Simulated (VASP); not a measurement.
Output of a VASP run:

OUTCAR:
```
 ion  position               nearest neighbor table
   1  0.221  0.112  0.248-  48 1.98  44 1.98  37 1.99  36 1.99   4 3.22  14 3.22  10 3.23   5 3.23
                             2 3.24  17 3.24  13 3.24  32 3.24  12 3.25  16 3.27  24 3.27   9 3.27
   2  0.111  0.224  0.998-  38 1.98  61 1.98  37 2.00  41 2.00  26 3.21   6 3.21  18 3.21   3 3.23
                             1 3.24  14 3.24  25 3.25  10 3.26  33 3.27  24 3.27   5 3.28   7 3.33
   3  0.225  0.114  0.749-  50 1.98  46 1.98  38 1.99  39 2.00  16 3.18  12 3.23   2 3.23   7 3.23
                            34 3.23  26 3.24  15 3.24  14 3.25  10 3.25  19 3.27  11 3.28   4 3.34
   4  0.106  0.227  0.492-  36 1.99  59 1.99  39 2.00   5 3.06   8 3.10   7 3.20  24 3.20   1 3.22
                            27 3.23  35 3.24  16 3.25  26 3.26  12 3.32   3 3.34
   5  0.211  0.439  0.256-  40 1.99  37 1.99  52 1.99   8 3.06   4 3.06  28 3.22  24 3.22   9 3.23
                             1 3.23  20 3.24  17 3.24   6 3.27   2 3.28  18 3.34
   6  0.111  0.554  0.998-  65 1.98  45 1.98  40 2.00  41 2.00  30 3.21   2 3.21  18 3.22  11 3.23
                             9 3.24  21 3.25  25 3.25  10 3.26  29 3.27  28 3.27   5 3.27   7 3.33
   7  0.230  0.448  0.738-  39 1.97  42 1.97  41 2.01  54 2.17   4 3.20   8 3.20   3 3.23  11 3.23
                            22 3.23  19 3.23  30 3.27  26 3.27  18 3.29   2 3.33   6 3.33
   8  0.106  0.546  0.492-  43 1.99  63 1.99  42 2.00   5 3.06   4 3.10   7 3.20  28 3.20   9 3.22
                            27 3.23  31 3.24  23 3.25  30 3.26  12 3.32  11 3.34
   9  0.221  0.776  0.248-  56 1.98  44 1.98  40 1.99  43 1.99   8 3.22  21 3.22  10 3.22   5 3.23
                             6 3.24  13 3.24  32 3.24  20 3.24  12 3.25  23 3.27   1 3.27  28 3.28
  10  0.113  0.890  1.000-  69 1.98  45 1.99  38 1.99  44 1.99  34 3.19   9 3.22   1 3.23  32 3.24
                            11 3.25  21 3.25  14 3.25   3 3.25   6 3.26   2 3.26  29 3.26  33 3.26
  11  0.224  0.777  0.749-  58 1.98  46 1.98  45 1.99  42 2.00  23 3.18  12 3.23   6 3.23   7 3.23
                            34 3.23  30 3.24  15 3.24  21 3.24  10 3.25  22 3.27   3 3.28   8 3.34
  12  0.116  0.892  0.501-  67 1.97  46 1.98  36 2.02  43 2.02   3 3.23  11 3.23  31 3.23  35 3.23
                            16 3.23  23 3.23   9 3.25  34 3.25   1 3.25  32 3.27   8 3.32   4 3.32
  13  0.552  0.110  0.251-  60 1.98  56 1.99  48 1.99  47 2.00  27 3.21  28 3.22  24 3.22   9 3.24
                            14 3.24  21 3.24   1 3.24  25 3.27  16 3.30  23 3.30  20 3.32  17 3.33
  14  0.445  0.225  0.001-  49 1.99  38 1.99  53 1.99  48 2.02  29 3.22   1 3.22  18 3.22  13 3.24
                             2 3.24   3 3.25  25 3.25  15 3.25  10 3.25  21 3.29  19 3.29  17 3.30
  15  0.556  0.111  0.751-  62 1.98  50 1.99  58 1.99  49 1.99  27 3.20  25 3.21  11 3.24   3 3.24
                            21 3.25  14 3.25  19 3.26  22 3.26  26 3.26  30 3.26  23 3.27  16 3.27
  16  0.441  0.230  0.503-  50 1.97  36 1.98  47 2.04  51 2.14  19 3.16   3 3.18  17 3.19  12 3.23
                             4 3.25  27 3.26   1 3.27  15 3.27  31 3.28  13 3.30
  17  0.549  0.449  0.257-  52 1.96  64 1.99  48 2.00  51 2.12  20 3.09  16 3.19   1 3.24   5 3.24
                            18 3.25  31 3.25  32 3.26  28 3.28  14 3.30  29 3.32  13 3.33
  18  0.442  0.554  1.000-  41 1.98  53 1.98  57 1.98  52 2.01   2 3.21   6 3.22  14 3.22  21 3.22
                            33 3.25  29 3.25  17 3.25  20 3.25  22 3.28  19 3.29   7 3.29   5 3.34
  19  0.562  0.449  0.746-  66 1.97  50 1.98  53 2.00  54 2.06  16 3.16  31 3.17  22 3.22   7 3.23
                            34 3.23  29 3.24  30 3.24  15 3.26   3 3.27  18 3.29  14 3.29
  20  0.549  0.767  0.257-  52 1.96  68 1.99  56 2.00  55 2.12  17 3.09  23 3.19   9 3.24   5 3.24
                            18 3.25  35 3.25  32 3.26  24 3.28  21 3.30  33 3.32  13 3.32
  21  0.445  0.887  0.001-  49 1.99  45 1.99  57 1.99  56 2.02  33 3.22   9 3.22  18 3.22  13 3.24
                            11 3.24   6 3.25  25 3.25  15 3.25  10 3.25  14 3.29  22 3.29  20 3.30
  22  0.562  0.780  0.746-  70 1.98  58 1.98  57 2.00  54 2.06  23 3.16  35 3.17  19 3.22   7 3.23
                            34 3.23  33 3.24  26 3.24  15 3.26  11 3.27  18 3.28  21 3.29
  23  0.441  0.878  0.503-  58 1.97  43 1.98  47 2.04  55 2.14  22 3.16  11 3.18  20 3.19  12 3.23
                             8 3.25  27 3.26   9 3.27  15 3.27  35 3.28  13 3.30
  24  0.882  0.107  0.248-  60 1.98  68 1.98  37 1.99  59 1.99   4 3.20  33 3.20  25 3.21   5 3.22
                            13 3.22  32 3.24  28 3.26  27 3.27  35 3.27   1 3.27   2 3.27  20 3.28
  25  0.777  0.222  0.999-  60 1.98  49 1.99  65 1.99  61 1.99  28 3.21  24 3.21  15 3.21  26 3.24
                            30 3.24  21 3.25   6 3.25   2 3.25  14 3.25  29 3.25  33 3.25  13 3.27
  26  0.892  0.115  0.749-  70 1.98  62 1.98  61 1.99  39 2.01   2 3.21  30 3.21   3 3.24  35 3.24
                            25 3.24  22 3.24  27 3.24   4 3.26  15 3.26  34 3.26   7 3.27  33 3.27
  27  0.771  0.219  0.501-  47 1.98  62 1.99  59 1.99  63 1.99  15 3.20  13 3.21   4 3.23   8 3.23
                            30 3.24  26 3.24  16 3.26  23 3.26  24 3.27  28 3.27  35 3.29  31 3.29
  28  0.882  0.442  0.248-  60 1.98  64 1.98  40 1.99  63 1.99  29 3.20   8 3.20  25 3.21   5 3.22
                            13 3.22  32 3.24  24 3.26  27 3.27  31 3.27   6 3.27   9 3.28  17 3.28
  29  0.776  0.556  0.000-  69 1.98  53 1.99  65 2.00  64 2.01  28 3.20  14 3.22  33 3.23  32 3.23
                            34 3.23  19 3.24  18 3.25  25 3.25  10 3.26  30 3.27   6 3.27  17 3.32
  30  0.892  0.445  0.749-  66 1.98  62 1.98  65 1.99  42 2.01   6 3.21  26 3.21  31 3.24  11 3.24
                            25 3.24  19 3.24  27 3.24   8 3.26  15 3.26  34 3.26   7 3.27  29 3.27
  31  0.782  0.562  0.503-  67 1.97  66 1.97  63 1.99  51 2.07  35 3.16  19 3.17  34 3.21  12 3.23
                            32 3.23  30 3.24   8 3.24  17 3.25  28 3.27  16 3.28  27 3.29
  32  0.889  0.778  0.250-  64 1.99  68 1.99  44 1.99  67 1.99  33 3.23  29 3.23  31 3.23  35 3.23
                            28 3.24  24 3.24   9 3.24   1 3.24  10 3.24  17 3.26  20 3.26  12 3.27
  33  0.776  0.887  0.000-  69 1.98  57 1.99  61 2.00  68 2.01  24 3.20  21 3.22  29 3.23  32 3.23
                            34 3.23  22 3.24  18 3.25  25 3.25  10 3.26  26 3.27   2 3.27  20 3.32
  34  0.894  0.781  0.752-  66 1.98  70 1.98  69 1.99  46 1.99  10 3.19  31 3.21  35 3.22  11 3.23
                            19 3.23  29 3.23  22 3.23   3 3.23  33 3.23  12 3.25  30 3.26  26 3.26
  35  0.782  0.887  0.503-  67 1.97  70 1.97  59 1.99  55 2.07  31 3.16  22 3.17  34 3.22  12 3.23
                            32 3.23  26 3.24   4 3.24  20 3.25  24 3.27  23 3.28  27 3.29
  36  0.222  0.117  0.437-  16 1.98   4 1.99   1 1.99  12 2.02
  37  0.105  0.220  0.187-   1 1.99   5 1.99  24 1.99   2 2.00
  38  0.223  0.113  0.938-   2 1.98  10 1.99  14 1.99   3 1.99
  39  0.115  0.226  0.681-   7 1.97   4 2.00   3 2.00  26 2.01
  40  0.105  0.553  0.187-   9 1.99   5 1.99  28 1.99   6 2.00
  41  0.224  0.446  0.929-  18 1.98   6 2.00   2 2.00   7 2.01
  42  0.115  0.556  0.681-   7 1.97   8 2.00  11 2.00  30 2.01
  43  0.222  0.771  0.437-  23 1.98   8 1.99   9 1.99  12 2.02
  44  0.112  0.890  0.188-   1 1.98   9 1.98  32 1.99  10 1.99
...
```

**OSZICAR**
```
       N       E                     dE             d eps       ncg     rms          rms(c)
DAV:   1    -0.516783642995E+03   -0.51678E+03   -0.21919E+01   728   0.123E+01    0.920E+00
DAV:   2    -0.516962909042E+03   -0.17927E+00   -0.81044E-01   864   0.155E+00    0.631E+00
DAV:   3    -0.516915207943E+03    0.47701E-01   -0.32771E-02   824   0.412E-01    0.367E+00
DAV:   4    -0.516894863648E+03    0.20344E-01   -0.18363E-02   824   0.248E-01    0.207E+00
DAV:   5    -0.516888757571E+03    0.61061E-02   -0.43167E-03   856   0.124E-01    0.114E+00
DAV:   6    -0.516886492673E+03    0.22649E-02   -0.96044E-04   832   0.720E-02    0.635E-01
DAV:   7    -0.516885728604E+03    0.76407E-03   -0.38419E-04   840   0.484E-02    0.351E-01
DAV:   8    -0.516885482493E+03    0.24611E-03   -0.11788E-04   840   0.268E-02    0.194E-01
DAV:   9    -0.516885404784E+03    0.77709E-04   -0.39285E-05   680   0.147E-02    0.107E-01
DAV:  10    -0.516885383097E+03    0.21687E-04   -0.15592E-05   464   0.939E-03    0.584E-02
DAV:  11    -0.516885378584E+03    0.45131E-05   -0.64971E-06   464   0.508E-03
   1 F= -.51688538E+03 E0= -.51688538E+03  d E =-.466445E-17  mag=     2.0000
```

OUTCAR:
```
------------------------ aborting loop because EDIFF is reached ----------------------------------------
  volume of cell :      866.68
      direct lattice vectors                 reciprocal lattice vectors
     4.868317893 -8.432173817  0.000000000     0.102704879 -0.059296690  0.000000000
     4.868317893  8.432173817  0.000000000     0.102704879  0.059296690  0.000000000
     0.000000000  0.000000000 10.556283981     0.000000000  0.000000000  0.094730305
  FREE ENERGIE OF THE ION-ELECTRON SYSTEM (eV)
  ---------------------------------------------------
  free  energy   TOTEN  =      -516.8853785836 eV

  energy  without entropy=     -516.8853785836  energy(sigma->0) =     -516.88537858

  exchange ACFDT corr.  =         0.00000000  see jH, gK, PRB 81, 115126

 total charge

# of ion       s       p       d       tot
------------------------------------------
    1        1.016   1.389   0.382   2.786
    2        1.014   1.374   0.376   2.763
    3        1.015   1.371   0.374   2.759
    4        1.041   1.226   0.280   2.547
    5        1.027   1.242   0.285   2.554
    6        1.014   1.374   0.376   2.763
    7        1.018   1.281   0.337   2.636
    8        1.041   1.226   0.280   2.547
    9        1.016   1.389   0.382   2.787
   10        1.015   1.385   0.379   2.779
   11        1.015   1.372   0.374   2.760
   12        1.020   1.348   0.358   2.726
   13        1.013   1.375   0.375   2.763
   14        1.012   1.350   0.364   2.725
   15        1.014   1.375   0.374   2.763
   16        1.007   1.267   0.333   2.606
   17        1.009   1.307   0.346   2.661
   18        1.015   1.377   0.376   2.769
   19        1.017   1.346   0.359   2.723
   20        1.009   1.306   0.345   2.660
   21        1.012   1.351   0.364   2.727
   22        1.017   1.346   0.359   2.722
   23        1.007   1.267   0.333   2.607
   24        1.015   1.389   0.382   2.786
   25        1.016   1.386   0.380   2.781
   26        1.016   1.378   0.375   2.769
   27        1.016   1.389   0.381   2.787
   28        1.016   1.389   0.382   2.787
   29        1.013   1.359   0.368   2.740
   30        1.016   1.377   0.375   2.768
   31        1.032   1.357   0.364   2.753
   32        1.016   1.383   0.379   2.778
   33        1.013   1.360   0.369   2.742
   34        1.017   1.392   0.382   2.791
   35        1.032   1.357   0.364   2.752
   36        1.243   2.418   0.000   3.662
   37        1.236   2.438   0.000   3.674
   38        1.236   2.443   0.000   3.679
   39        1.238   2.431   0.000   3.670
   40        1.236   2.438   0.000   3.674
   41        1.239   2.426   0.000   3.665
   42        1.238   2.431   0.000   3.669
   43        1.243   2.419   0.000   3.662
   44        1.235   2.448   0.000   3.682
   45        1.236   2.444   0.000   3.679
   46        1.235   2.447   0.000   3.682
   47        1.245   2.406   0.000   3.651
   48        1.239   2.429   0.000   3.668
   49        1.235   2.443   0.000   3.678
   50        1.236   2.451   0.000   3.687
   51        1.235   2.435   0.000   3.669
   52        1.236   2.443   0.000   3.679
...
```
(Selected blocks of OUTCAR.)

File POSCAR:
```
Ga35CN35
1
    4.8683178927    -8.4321738171     0.0000000000
    4.8683178927     8.4321738171     0.0000000000
    0.0000000000     0.0000000000    10.5562839806
Ga N C
35 35 1
Direct
  0.2206267952   0.1121633811   0.2482222800
  0.1114789568   0.2242525316   0.9977332562
  0.2245086953   0.1144194967   0.7491818307
  0.1061211604   0.2273231106   0.4922950632
  0.2105322654   0.4390543224   0.2563431479
  0.1114279619   0.5542362807   0.9978698274
  0.2296810793   0.4483896866   0.7383472201
  0.1063465495   0.5461810060   0.4921777319
  0.2207025439   0.7759829764   0.2482421136
  0.1126002364   0.8897660639   0.9995388205
  0.2244847227   0.7772445591   0.7492895004
  0.1162308302   0.8917081969   0.5006637037
  0.5523286368   0.1097273637   0.2513572886
  0.4451150651   0.2250233150   0.0010779533
  0.5559251450   0.1114865732   0.7511252712
  0.4414387711   0.2300914965   0.5030120494
  0.5487640507   0.4493909463   0.2572742523
  0.4416912058   0.5543609872   0.9998199964
  0.5619039518   0.4490811101   0.7460215661
  0.5487372906   0.7666283936   0.2571961609
  0.4450945898   0.8872194060   0.0010454190
  0.5618123901   0.7797581492   0.7461012906
  0.4414650289   0.8783174278   0.5030656827
  0.8818915895   0.1070106970   0.2478634363
  0.7769776196   0.2219961394   0.9992240115
  0.8923765961   0.1149046832   0.7493409163
  0.7706004593   0.2188047756   0.5007843437
  0.8817296955   0.4418694406   0.2477378442
  0.7762507853   0.5557644282   0.0002549088
  0.8924820062   0.4446024010   0.7492191462
  0.7824687011   0.5623808878   0.5025833927
  0.8888769648   0.7779082933   0.2495387575
  0.7761637518   0.8874098186   0.0003604886
  0.8942209818   0.7805897531   0.7522657641
  0.7823820599   0.8871640020   0.5025796210
  0.2217361955   0.1173653748   0.4369977835
  0.1054515152   0.2196973424   0.1871336342
  0.2225250510   0.1128373352   0.9380683767
  0.1145959135   0.2261831599   0.6811387251
  0.1053609741   0.5531684770   0.1871711169
  0.2244113454   0.4457808248   0.9290583961
  0.1147438397   0.5556403021   0.6810787628
  0.2216717264   0.7714758340   0.4369506545
  0.1116426132   0.8895405762   0.1880366398
  0.2226050195   0.7767320940   0.9380579249
  0.1162097776   0.8916686983   0.6885681225
  0.5478648029   0.1073899583   0.4403148316
  0.4449065086   0.2266245051   0.1925073679
  0.5535445297   0.1102807638   0.9397863270
  0.4471470722   0.2256437028   0.6892646579
  0.5469179319   0.4761417421   0.4561983736
  0.4318258457   0.5494962723   0.1901825944
  0.5547413556   0.4465182426   0.9351368392
  0.4638046802   0.5654411287   0.6523490683
  0.5468361531   0.7377833427   0.4562046393
  0.4448754309   0.8855203480   0.1924871435
  0.5548189956   0.7753585028   0.9352406198
  0.4470869068   0.8885026965   0.6892767145
  0.8805271205   0.1073466494   0.4365131988
  0.7734914726   0.2202557569   0.1871669148
  0.8890258004   0.1109120013   0.9380057544
  0.7778685963   0.2224449672   0.6888306523
  0.8804861343   0.4402071818   0.4364977779
  0.7701072927   0.5543115772   0.1909447232
  0.8890170624   0.4450413653   0.9379189932
  0.7850334459   0.5593104326   0.6892901129
  0.8958475865   0.7814595678   0.4380410430
  0.7701838468   0.8828710775   0.1909730674
  0.8899728604   0.7785235544   0.9403044220
  0.7849919362   0.8928310727   0.6892608066
  0.4986905271   0.5828494713   0.5166981624
```

Question: Write an INCAR and KPOINTS that could have produced this output.

Answer: Several could match; the one computed here: the input of the run itself, HSE06 screened hybrid, plane waves, VASP's PBE PAW potentials (set 64).

### INCAR
```
ISYM  =  0
LCHARG  =  .FALSE.
ISPIN  =  2   # spin-polarised
NUPDOWN  =  2
EDIFF  =  1E-5   # SCF stop (eV)
NELM  =  50   # most electronic steps
LASPH  =  .TRUE.   # aspherical one-centre terms
SIGMA  =  0.05   # width (eV)
GGA  =  PE   # PBE
HFSCREEN  =  0.2
LREAL  =  Auto   # projection in real space or not
LMAXMIX  =  4   # l cut-off of mixed one-centre charges
PRECFOCK  =  Fast
MAGMOM  =  71*0.0282
AEXX  =  0.25
ALGO  =  Normal
SYSTEM  =  Ga35CN35
ISIF  =  0
LWAVE  =  .FALSE.
NELMIN  =  4
ISMEAR  =  0
ENCUT  =  400   # plane-wave cut-off (eV)
PREC  =  Normal
LORBIT  =  10
LHFCALC  =  .TRUE.
```

### KPOINTS
```
Automatic mesh
0
Gamma
1 1 1
0 0 0
```

POTCAR, in this order: Ga N C (PBE.64 set). Program: vasp_gam. Read from the step before: WAVECAR.

The supercell is sampled at Γ alone, which is coarse: total energies, pressure and levels can be off, energies of defects by several tenths of an eV.

The cell is a supercell with a defect, built from GaN (wurtzite): C_Ga-vac_N. The cell's shape comes from a PBE relaxation.
